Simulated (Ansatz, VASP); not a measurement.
## Pt in two plane-wave programs

One calculation is typed for both programs; each brings its own data sets. How far apart do they land? The cell is taken from a series of runs on this material, whose earlier steps may have relaxed, scaled, displaced or heated it; both programs get it as it stands.

Main program and level: Ansatz 0.2.0; plane waves, with VASP 6.6.1 beside it; zone-centre phonons at PBEsol.

## 1. Set-up

The cell holds 3 atoms: 3 Pt. Its edges and angles: a = 2.655 Å, b = 2.655 Å, c = 31.640 Å, α = 90.0°, β = 90.0°, γ = 90.0°. Vacuum lies along c.

Coordinates:

```cif
data_structure
_symmetry_space_group_name_H-M 'P 1'
_symmetry_Int_Tables_number 1
_cell_length_a 2.6551
_cell_length_b 2.6551
_cell_length_c 31.6400
_cell_angle_alpha 90.000
_cell_angle_beta 90.000
_cell_angle_gamma 90.000
_cell_volume 223.06
loop_
_atom_site_label
_atom_site_type_symbol
_atom_site_fract_x
_atom_site_fract_y
_atom_site_fract_z
_atom_site_occupancy
Pt1 Pt 0.00000 0.00000 0.20315 1
Pt2 Pt 0.50000 0.50000 0.26738 1
Pt3 Pt 0.00000 0.00000 0.33162 1
```

## 2. VASP: zone-centre phonons, PBEsol

Second derivatives magnify differences that forces hide, and they need a tight electronic threshold.

Lines of VASP's logs that name or quote its potential files are left out, and so is its time.

INCAR

```
SYSTEM = Pt
PREC = Accurate
ENCUT = 500
EDIFF = 1E-08
NELM = 120
ISMEAR = 1
SIGMA = 0.2
LREAL = .FALSE.
ALGO = Normal
GGA = PS
NBANDS = 21
LASPH = .TRUE.
LORBIT = 11
LWAVE = .FALSE.
LCHARG = .FALSE.
ISIF = 2
IBRION = 8
GGA_COMPAT = .FALSE.
NELMDL = -8
KPAR = 2
```

POSCAR

```
Pt
1.0
    1.8774709126      1.8774709126      0.0000000000
   -1.8774709126      1.8774709126      0.0000000000
    0.0000000000      0.0000000000     31.6399835200
Pt
3
Direct
    0.0000000000      0.0000000000      0.2031478548
    0.5000000000      0.5000000000      0.2673831987
    0.0000000000      0.0000000000      0.3316185426
```

KPOINTS

```
Automatic mesh
0
Gamma
16 16 1
0 0 0
```

Potentials, in the order of the species: Pt (PBE family, release 64).

Started as:

```
$ mpirun -np 2 vasp_std
```

Numbers of over 12 decimals in the logs are rounded to 6 here.

Log:

```text
[banner, memory and clock lines left out]
running    2 mpi-ranks, on    1 nodes
 distrk:  each k-point on    1 cores,    2 groups
 distr:  one band on    1 cores,    1 groups

 POSCAR found type information on POSCAR Pt
 POSCAR found :  1 types and       3 ions
|                                                                             |
|               ----> ADVICE to this user running VASP <----                  |
|                                                                             |
|     You enforced a specific xc type in the INCAR file but a different       |
|     [... a line on the potential file left out ...]
|     I HOPE YOU KNOW WHAT YOU ARE DOING!                                     |
|                                                                             |

 LDA part: xc-table for (Slater+PW92), standard interpolation
 POSCAR, INCAR and KPOINTS ok, starting setup
 FFT: planning ... GRIDC
 FFT: planning ... GRID_SOFT
 FFT: planning ... GRID
 WAVECAR not read
 entering main loop
       N       E                     dE             d eps       ncg     rms          rms(c)
DAV:   1     0.208466540319E+03    0.20847E+03   -0.11189E+04  1898   0.108E+03
DAV:   2    -0.803563184540E+01   -0.21650E+03   -0.20411E+03  2767   0.215E+02
DAV:   3    -0.199404839516E+02   -0.11905E+02   -0.11194E+02  2297   0.547E+01
DAV:   4    -0.202017093442E+02   -0.26123E+00   -0.25192E+00  2453   0.804E+00
DAV:   5    -0.202079269973E+02   -0.62177E-02   -0.61999E-02  2385   0.115E+00
DAV:   6    -0.202081887084E+02   -0.26171E-03   -0.26160E-03  2847   0.203E-01
DAV:   7    -0.202081923350E+02   -0.36266E-05   -0.36266E-05  2438   0.214E-02
DAV:   8    -0.202081925232E+02   -0.18826E-06   -0.18823E-06  2676   0.381E-03    0.207E+01
DAV:   9    -0.192172867228E+02    0.99091E+00   -0.44752E+00  2133   0.159E+01    0.135E+01
DAV:  10    -0.214102193614E+02   -0.21929E+01   -0.14830E+01  1999   0.325E+01    0.134E+01
DAV:  11    -0.190331616464E+02    0.23771E+01   -0.14763E+01  1959   0.276E+01    0.344E+00
DAV:  12    -0.188954522904E+02    0.13771E+00   -0.47156E-01  2068   0.643E+00    0.751E-01
DAV:  13    -0.188893644251E+02    0.60879E-02   -0.35393E-02  2339   0.140E+00    0.729E-01
DAV:  14    -0.188896608422E+02   -0.29642E-03   -0.23831E-03  2368   0.425E-01    0.307E-01
[...]
DAV:  24    -0.188890233922E+02   -0.41647E-06   -0.54301E-09  1451   0.393E-04    0.606E-04
DAV:  25    -0.188890238497E+02   -0.45746E-06   -0.13991E-08  1431   0.371E-04    0.145E-04
DAV:  26    -0.188890240092E+02   -0.15950E-06   -0.21166E-09  1407   0.166E-04    0.185E-04
DAV:  27    -0.188890240883E+02   -0.79100E-07   -0.94760E-10  1361   0.137E-04    0.332E-05
DAV:  28    -0.188890241548E+02   -0.66495E-07   -0.82842E-10  1334   0.841E-05    0.275E-05
DAV:  29    -0.188890241786E+02   -0.23775E-07   -0.26502E-10  1400   0.566E-05    0.309E-05
DAV:  30    -0.188890242020E+02   -0.23462E-07   -0.12493E-10  1355   0.441E-05    0.136E-05
DAV:  31    -0.188890242114E+02   -0.93642E-08   -0.47209E-11  1355   0.264E-05
   1 F= -.18889024E+02 E0= -.18888928E+02  d E =-.287544E-03
 Linear response reoptimize wavefunctions to high precision
DAV:   1    -0.188890242145E+02   -0.30986E-08    0.66008E-12  1330   0.179E-05
DAV:   2    -0.188890242145E+02    0.14552E-10    0.25666E-11  1285   0.755E-06
 Linear response DOF=           4
 Linear response progress:
  Degree of freedom:   1/  4
       N       E                     dE             d eps       ncg     rms          rms(c)
RMM:   1    -0.232726313368E+00   -0.23273E+00   -0.23090E-01  5050   0.310E+00
RMM:   2    -0.230822882756E+00    0.19034E-02   -0.37603E-03  4654   0.399E-01    0.127E-01
RMM:   3    -0.230247440956E+00    0.57544E-03   -0.27042E-04  4740   0.103E-01    0.715E-02
RMM:   4    -0.230453292560E+00   -0.20585E-03   -0.46612E-04  5092   0.114E-01    0.221E-01
RMM:   5    -0.229913944165E+00    0.53935E-03   -0.15622E-04  5088   0.646E-02    0.168E-02
RMM:   6    -0.229878403186E+00    0.35541E-04   -0.77928E-06  4935   0.159E-02    0.721E-03
RMM:   7    -0.229838420034E+00    0.39983E-04   -0.29442E-06  5031   0.802E-03    0.808E-03
RMM:   8    -0.229831606707E+00    0.68133E-05   -0.20685E-07  5028   0.522E-03    0.119E-03
RMM:   9    -0.229826691775E+00    0.49149E-05    0.28860E-08  5108   0.853E-04    0.121E-03
RMM:  10    -0.229823093420E+00    0.35984E-05   -0.58279E-08  5051   0.470E-04    0.878E-05
RMM:  11    -0.229822556199E+00    0.53722E-06    0.22166E-09  5174   0.935E-05    0.335E-05
RMM:  12    -0.229822453114E+00    0.10309E-06    0.12656E-08  5188   0.361E-05    0.124E-05
RMM:  13    -0.229822475141E+00   -0.22027E-07    0.71793E-09  5288   0.167E-05    0.312E-06
RMM:  14    -0.229822475665E+00   -0.52399E-09    0.77663E-09  4817   0.115E-05    0.176E-06
 first order change of Fermi-energy   0.26941E-02
 force on displaced ion       1 direction 1 :  -2.186   0.000  -0.006
 Linear response progress:
  Degree of freedom:   2/  4
       N       E                     dE             d eps       ncg     rms          rms(c)
RMM:   1    -0.326553690203E+00   -0.32655E+00   -0.25184E-01  3136   0.323E+00
RMM:   2    -0.323461823744E+00    0.30919E-02   -0.46403E-03  2887   0.441E-01    0.292E-01
RMM:   3    -0.329905337142E+00   -0.64435E-02   -0.29841E-03  3080   0.286E-01    0.890E-01
RMM:   4    -0.323443654661E+00    0.64617E-02   -0.10742E-03  3087   0.165E-01    0.299E-01
RMM:   5    -0.323987070626E+00   -0.54342E-03   -0.71221E-04  3064   0.144E-01    0.215E-01
RMM:   6    -0.323616972375E+00    0.37010E-03   -0.43956E-04  3063   0.112E-01    0.985E-02
RMM:   7    -0.323454780087E+00    0.16219E-03   -0.42035E-05  3106   0.341E-02    0.107E-02
RMM:   8    -0.323384613633E+00    0.70166E-04   -0.34327E-06  3109   0.993E-03    0.792E-03
RMM:   9    -0.323371981692E+00    0.12632E-04   -0.44373E-07  3089   0.383E-03    0.209E-03
RMM:  10    -0.323367608255E+00    0.43734E-05   -0.35437E-08  3145   0.101E-03    0.244E-04
RMM:  11    -0.323368263208E+00   -0.65495E-06   -0.94043E-09  3160   0.306E-04    0.118E-04
RMM:  12    -0.323368521078E+00   -0.25787E-06   -0.17336E-08  3198   0.148E-04    0.520E-05
RMM:  13    -0.323369212602E+00   -0.69152E-06   -0.20865E-08  3284   0.137E-04    0.819E-05
RMM:  14    -0.323370230060E+00   -0.10175E-05   -0.60207E-08  3407   0.182E-04    0.190E-05
RMM:  15    -0.323370417940E+00   -0.18788E-06   -0.82560E-08  3340   0.795E-05    0.132E-05
RMM:  16    -0.323370471302E+00   -0.53362E-07    0.43232E-09  3324   0.458E-05    0.962E-06
RMM:  17    -0.323370463481E+00    0.78208E-08   -0.35778E-09  3286   0.346E-05    0.392E-06
 first order change of Fermi-energy   0.21216E+00
 force on displaced ion       1 direction 3 :   0.000  -0.000  -7.242
 Linear response progress:
  Degree of freedom:   3/  4
       N       E                     dE             d eps       ncg     rms          rms(c)
RMM:   1    -0.235774672132E+00   -0.23577E+00   -0.24003E-01  5352   0.303E+00
RMM:   2    -0.231480266578E+00    0.42944E-02   -0.38848E-03  4634   0.385E-01    0.149E-01
RMM:   3    -0.230827071641E+00    0.65319E-03   -0.52052E-04  4623   0.124E-01    0.783E-02
RMM:   4    -0.230625215522E+00    0.20186E-03   -0.56468E-04  4809   0.118E-01    0.205E-02
RMM:   5    -0.230593673748E+00    0.31542E-04   -0.28138E-05  4920   0.308E-02    0.132E-02
RMM:   6    -0.230576677376E+00    0.16996E-04   -0.22602E-06  4964   0.126E-02    0.802E-03
RMM:   7    -0.230558976741E+00    0.17701E-04   -0.21072E-06  4973   0.600E-03    0.103E-03
RMM:   8    -0.230545596430E+00    0.13380E-04   -0.14288E-07  5038   0.117E-03    0.325E-04
RMM:   9    -0.230541585348E+00    0.40111E-05   -0.70809E-08  5064   0.448E-04    0.126E-04
RMM:  10    -0.230541035133E+00    0.55021E-06    0.49597E-09  5089   0.135E-04    0.272E-05
RMM:  11    -0.230540999920E+00    0.35212E-07    0.26142E-10  5174   0.459E-05    0.114E-05
RMM:  12    -0.230541004101E+00   -0.41805E-08   -0.15765E-08  5180   0.202E-05    0.373E-06
 first order change of Fermi-energy  -0.34109E-02
 force on displaced ion       2 direction 1 :  -5.300   0.000   0.000
 Linear response progress:
  Degree of freedom:   4/  4
       N       E                     dE             d eps       ncg     rms          rms(c)
RMM:   1    -0.324800375617E+00   -0.32480E+00   -0.21110E-01  3453   0.316E+00
RMM:   2    -0.318466851635E+00    0.63335E-02   -0.43634E-03  2892   0.413E-01    0.265E-01
RMM:   3    -0.331602937907E+00   -0.13136E-01   -0.60502E-03  3144   0.368E-01    0.126E+00
RMM:   4    -0.321670137512E+00    0.99328E-02   -0.73821E-04  3024   0.136E-01    0.720E-01
RMM:   5    -0.317958835117E+00    0.37113E-02   -0.84169E-04  3221   0.139E-01    0.403E-02
RMM:   6    -0.317937774481E+00    0.21061E-04   -0.16091E-05  3087   0.185E-02    0.111E-02
RMM:   7    -0.317912236716E+00    0.25538E-04   -0.22021E-06  3115   0.669E-03    0.416E-03
RMM:   8    -0.317907344578E+00    0.48921E-05   -0.24496E-07  3061   0.239E-03    0.749E-04
RMM:   9    -0.317906699728E+00    0.64485E-06   -0.28864E-08  3165   0.667E-04    0.430E-04
RMM:  10    -0.317905437779E+00    0.12619E-05   -0.15571E-08  3170   0.376E-04    0.186E-04
RMM:  11    -0.317905813581E+00   -0.37580E-06   -0.19820E-08  3216   0.221E-04    0.156E-04
RMM:  12    -0.317905587782E+00    0.22580E-06   -0.86398E-08  3383   0.340E-04    0.854E-05
RMM:  13    -0.317905339993E+00    0.24779E-06   -0.14369E-07  3426   0.234E-04    0.576E-05
RMM:  14    -0.317905346016E+00   -0.60227E-08   -0.13777E-07  3392   0.141E-04    0.280E-05
RMM:  15    -0.317905409593E+00   -0.63577E-07   -0.13173E-07  3387   0.824E-05    0.143E-05
RMM:  16    -0.317905406999E+00    0.25940E-08   -0.74561E-08  3438   0.926E-05    0.785E-06
 first order change of Fermi-energy  -0.19888E-03
 force on displaced ion       2 direction 3 :   0.000  -0.000 -13.650
 Linear response finished
```

Parts of OUTCAR (step 2):

```text
ion  position               nearest neighbor table
   1  0.000  0.000  0.203-   2 2.77   2 2.77   2 2.77   2 2.77
   2  0.500  0.500  0.267-   3 2.77   3 2.77   3 2.77   3 2.77   1 2.77   1 2.77   1 2.77   1 2.77

  LATTYP: Found a simple tetragonal cell.
 ALAT       =     2.6551448276
 C/A-ratio  =    11.9164812373

 Subroutine GETGRP returns: Found 16 space group operations
 (whereof  8 operations were pure point group operations)

The static configuration has the point symmetry C_4v.
 The point group associated with its full space group is D_4h.

 Found     45 irreducible k-points:

   k-points           NKPTS =     45   k-points in BZ     NKDIM =     45   number of bands    NBANDS=     21

   dimension x,y,z NGX =    20 NGY =   20 NGZ =  240
   dimension x,y,z NGXF=    40 NGYF=   40 NGZF=  480

   ENCUT  =  500.0 eV  36.75 Ry    6.06 a.u.   4.84  4.84 57.69*2*pi/ulx,y,z

   NELECT =      30.0000    total number of electrons

 k-points in reciprocal lattice and weights: Automatic mesh
   0.00000000  0.00000000  0.00000000       0.004
   0.06250000  0.00000000  0.00000000       0.016
   0.12500000  0.00000000  0.00000000       0.016
   0.18750000  0.00000000  0.00000000       0.016
   0.25000000  0.00000000  0.00000000       0.016
   0.31250000  0.00000000  0.00000000       0.016
   0.37500000  0.00000000  0.00000000       0.016
   0.43750000  0.00000000  0.00000000       0.016
   0.50000000  0.00000000  0.00000000       0.008
[...]
0.50000000  0.43750000  0.00000000       0.016
   0.50000000  0.50000000  0.00000000       0.004

 average (electrostatic) potential at core
       1 -75.9201       2 -76.5349       3 -75.9201

  Total       -0.0923938     -0.0923938     -0.0774628      0.0000000      0.0000000      0.0000000
  in kB       -0.6636524     -0.6636524     -0.5564048      0.0000000      0.0000000      0.0000000
  external PRESSURE =      -0.6279032 kB  Pullay stress =       0.0000000 kB

  energy-cutoff  :      500.00
  volume of cell :      223.06
      direct lattice vectors                 reciprocal lattice vectors
     1.877470913  1.877470913  0.000000000     0.266315710  0.266315710  0.000000000
    -1.877470913  1.877470913  0.000000000    -0.266315710  0.266315710  0.000000000
     0.000000000  0.000000000 31.639983520     0.000000000  0.000000000  0.031605579

 POSITION                                       TOTAL-FORCE (eV/Angst)
 -----------------------------------------------------------------------------------
      0.00000      0.00000      6.42759        -0.000000     -0.000000      0.010057
      0.00000      1.87747      8.46000        -0.000000      0.000000      0.000000
      0.00000      0.00000     10.49241         0.000000      0.000000     -0.010057
 -----------------------------------------------------------------------------------
    total drift:                               -0.000000     -0.000000      0.000001

 Eigenvectors and eigenvalues of the dynamical matrix
 ----------------------------------------------------

   1 f  =    5.065476 THz    31.827326 2PiTHz  168.966098 cm-1    20.949117 meV
             X         Y         Z           dx          dy          dz
      0.000000  0.000000  6.427595    -0.000000   -0.000000    0.408359
      0.000000  1.877471  8.460000     0.000000    0.000000   -0.816386
      0.000000  0.000000 10.492405    -0.000000   -0.000000    0.408359

   2 f  =    3.155634 THz    19.827432 2PiTHz  105.260613 cm-1    13.050647 meV
             X         Y         Z           dx          dy          dz
      0.000000  0.000000  6.427595    -0.391638    0.115016   -0.000000
      0.000000  1.877471  8.460000     0.783479   -0.230091    0.000000
      0.000000  0.000000 10.492405    -0.391638    0.115016    0.000000

   3 f  =    3.155634 THz    19.827432 2PiTHz  105.260613 cm-1    13.050647 meV
             X         Y         Z           dx          dy          dz
      0.000000  0.000000  6.427595    -0.115016   -0.391638   -0.000000
      0.000000  1.877471  8.460000     0.230091    0.783479    0.000000
      0.000000  0.000000 10.492405    -0.115016   -0.391638    0.000000

   4 f  =    3.096285 THz    19.454534 2PiTHz  103.280957 cm-1    12.805201 meV
             X         Y         Z           dx          dy          dz
      0.000000  0.000000  6.427595    -0.000000   -0.000000    0.707107
      0.000000  1.877471  8.460000     0.000000    0.000000   -0.000000
      0.000000  0.000000 10.492405    -0.000000   -0.000000   -0.707107

   5 f  =    1.469305 THz     9.231915 2PiTHz   49.010738 cm-1     6.076554 meV
             X         Y         Z           dx          dy          dz
      0.000000  0.000000  6.427595     0.475230   -0.523600    0.000000
      0.000000  1.877471  8.460000     0.000000   -0.000000    0.000000
      0.000000  0.000000 10.492405    -0.475230    0.523600    0.000000

   6 f  =    1.469305 THz     9.231915 2PiTHz   49.010738 cm-1     6.076554 meV
             X         Y         Z           dx          dy          dz
      0.000000  0.000000  6.427595    -0.523600   -0.475230    0.000000
      0.000000  1.877471  8.460000    -0.000000   -0.000000   -0.000000
      0.000000  0.000000 10.492405     0.523600    0.475230   -0.000000

   7 f/i=    0.000385 THz     0.002418 2PiTHz    0.012836 cm-1     0.001591 meV
             X         Y         Z           dx          dy          dz
      0.000000  0.000000  6.427595     0.523396   -0.243818   -0.000000
      0.000000  1.877471  8.460000     0.523261   -0.243755   -0.000000
      0.000000  0.000000 10.492405     0.523396   -0.243818   -0.000000

   8 f/i=    0.000385 THz     0.002418 2PiTHz    0.012836 cm-1     0.001591 meV
             X         Y         Z           dx          dy          dz
      0.000000  0.000000  6.427595    -0.243818   -0.523396    0.000000
      0.000000  1.877471  8.460000    -0.243755   -0.523261    0.000000
      0.000000  0.000000 10.492405    -0.243818   -0.523396    0.000000

   9 f/i=    0.000970 THz     0.006093 2PiTHz    0.032349 cm-1     0.004011 meV
             X         Y         Z           dx          dy          dz
      0.000000  0.000000  6.427595     0.000000   -0.000000    0.577272
      0.000000  1.877471  8.460000     0.000000   -0.000000    0.577507
      0.000000  0.000000 10.492405     0.000000   -0.000000    0.577272

 ELASTIC MODULI CONTR FROM IONIC RELAXATION (kBar)
 Direction    XX          YY          ZZ          XY          YZ          ZX
 --------------------------------------------------------------------------------
 XX        -265.1209   -265.1209   -348.0613      0.0000     -0.0000     -0.0000
 YY        -265.1209   -265.1209   -348.0613      0.0000     -0.0000     -0.0000
 ZZ        -348.0613   -348.0613   -456.9487      0.0000     -0.0000     -0.0000
 XY           0.0000      0.0000      0.0000      0.0000      0.0000      0.0000
 YZ          -0.0000     -0.0000     -0.0000      0.0000    -39.2988      0.0000
 ZX          -0.0000     -0.0000     -0.0000      0.0000      0.0000    -27.9740
 --------------------------------------------------------------------------------
```

[end of part 1 of 2]

[Lines on the potential files, build, host, timing and source positions are cut from VASP's logs without a mark.]

[Logs are printed without paths, hosts, clocks, repeated set-up lines and the standing remarks that a program may print on its own settings, such as how far it seeks lower states.]

[Hosts, paths, dates, database ids (printed as entryN), source tags and the programs' standing remarks are cut or masked in the printed files.]
